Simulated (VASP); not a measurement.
Here is the system:

```
Os
1.0
    1.38079    -2.39159     0.00000
    1.38079     2.39159     0.00000
    0.00000     0.00000     4.35080
Os
2
Direct
  0.33333   0.66667   0.25000
  0.66667   0.33333   0.75000
```

Level of theory: revPBE GGA, VASP's PBE PAW potentials (set 64) (plane waves; VASP 6.6.1). Numerical set-up: 520 eV cut-off, 14×14×8 Γ-centred mesh, first-order Methfessel-Paxton smearing of 0.10 eV, potentials Os.

Unless said otherwise, spin-orbit coupling is left out, though it shifts the bands of the heavy elements here.

**Question.** Predict the energy per atom (σ→0), band gap (on the k-mesh) with the smallest direct gap where there is one.

**Answer.** 
The band gap (on the k-mesh) is none (metal, semimetal or under 0.01 eV) and the energy per atom (σ→0) is -10.728 eV/atom.

Total energies compare only between runs with the same potentials, cut-off and functional.

The compound is Os in the hcp structure. It was relaxed first. The start is the result of an earlier pass.
